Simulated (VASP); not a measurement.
```xyz
2
Lattice="0.0000 2.3968 2.3968 2.3968 0.0000 2.3968 2.3968 2.3968 0.0000" Properties=species:S:1:pos:R:3 pbc="T T T"
Pt     0.0000     0.0000     0.0000
B      1.1984     1.1984     1.1984
```

All values below come from PBE GGA, VASP's PBE PAW potentials (set 64) (plane waves; VASP 6.6.1). Numerical set-up: 520 eV cut-off, Gaussian smearing of 0.050 eV, potentials Pt B.

Unless said otherwise, spin-orbit coupling is left out, though it shifts the bands of the heavy elements here.

### Question
Predict the band gap (along the path) with the smallest direct gap where there is one.

### Answer

| Property | Value |
|---|---|
| band gap (along the path) | none (metal, semimetal or under 0.01 eV) |

Only differences to runs with the same potentials and settings are physical.

The structure was generated: PtB was put into the zinc blende type (F-43m), which need not be its known phase. It was relaxed first, which changed the volume by -16 %. The electron count is odd and the run is not spin-polarised, which forces a metal.
